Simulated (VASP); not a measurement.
VASP input:

### INCAR
```
! general
SYSTEM  =  MgH2
PREC    =  Accurate
ENCUT   =  400   ! plane-wave cut-off (eV)
LREAL   =  .FALSE.   ! projection in real space or not
LASPH   =  .TRUE.   ! aspherical one-centre terms

! electronic loop
EDIFF   =  1E-6   ! SCF stop (eV)
NELM    =  100   ! most electronic steps
ALGO    =  Normal   ! blocked Davidson

! smearing
ISMEAR  =  0
SIGMA   =  0.05   ! width (eV)

! functional
GGA     =  PS   ! PBEsol

! ions
IBRION  =  2
NSW     =  60   ! most ionic steps
ISIF    =  3   ! ions, shape and volume
EDIFFG  =  -0.02   ! ionic stop

! output
LWAVE   =  .FALSE.
LCHARG  =  .FALSE.
```

POSCAR:
```
MgH2
1
    4.8712033232     0.0000000000     0.0000000000
    0.0000000000     4.5924284943     0.0000000000
    0.0000000000     0.0000000000     4.7134074769
Mg H
4 8
Direct
  0.9697655545   0.7336209157   0.7529090279
  0.0302344455   0.2663790843   0.2529090279
  0.5302344455   0.7336209157   0.2529090279
  0.4697655545   0.2663790843   0.7529090279
  0.2442999387   0.5558488010   0.0257431622
  0.7557000613   0.4441511990   0.5257431622
  0.2557000613   0.5558488010   0.5257431622
  0.7442999387   0.4441511990   0.0257431622
  0.3839118194   0.1000547793   0.3597478100
  0.6160881806   0.8999452207   0.8597478100
  0.1160881806   0.1000547793   0.8597478100
  0.8839118194   0.8999452207   0.3597478100
```

**KPOINTS**
```
Automatic mesh
0
Gamma
4 5 4
0 0 0
```

POTCAR, in this order: Mg H (PBE.64 set). Program: vasp_std.

Q: Translate this PBEsol calculation to Quantum ESPRESSO's pw.x.

A: One equivalent input (not run):
```
&CONTROL
  calculation = 'vc-relax'
  pseudo_dir = './pseudo'
  outdir = './out'
  tprnfor = .true.
  tstress = .true.
  nstep = 60
  forc_conv_thr = 0.00078
/
&SYSTEM
  ibrav = 0
  nat = 12
  ntyp = 2
  ecutwfc = 84
  occupations = 'smearing'
  smearing = 'gaussian'
  degauss = 0.003675
  input_dft = 'pbesol'
/
&ELECTRONS
  conv_thr = 7.3e-08
  electron_maxstep = 100
/
&IONS
/
&CELL
/
ATOMIC_SPECIES
  Mg 24.305 Mg.upf
  H 1.008 H.upf
CELL_PARAMETERS angstrom
     4.8712033    0.0000000    0.0000000
     0.0000000    4.5924285    0.0000000
     0.0000000    0.0000000    4.7134075
ATOMIC_POSITIONS crystal
  Mg   0.9697656  0.7336209  0.7529090
  Mg   0.0302344  0.2663791  0.2529090
  Mg   0.5302344  0.7336209  0.2529090
  Mg   0.4697656  0.2663791  0.7529090
  H    0.2442999  0.5558488  0.0257432
  H    0.7557001  0.4441512  0.5257432
  H    0.2557001  0.5558488  0.5257432
  H    0.7442999  0.4441512  0.0257432
  H    0.3839118  0.1000548  0.3597478
  H    0.6160882  0.8999452  0.8597478
  H    0.1160882  0.1000548  0.8597478
  H    0.8839118  0.8999452  0.3597478
K_POINTS automatic
  4 5 4 0 0 0
```
Limits of the translation: the potentials are each code's own (VASP's PAW set, PseudoDojo norm-conserving files in pw.x), so ENCUT and ecutwfc are chosen apart and not converted; conv_thr bounds pw.x's estimated SCF error, while EDIFF bounds the energy change between steps; forc_conv_thr acts on force components and is met together with etot_conv_thr.

The structure comes from a computed database's MgH2 entry (Pca2_1); how it stands against other phases isn't given here. This run relaxes it. Symmetry was kept, so distortions that lower it aren't found. The start is the result of an earlier pass.
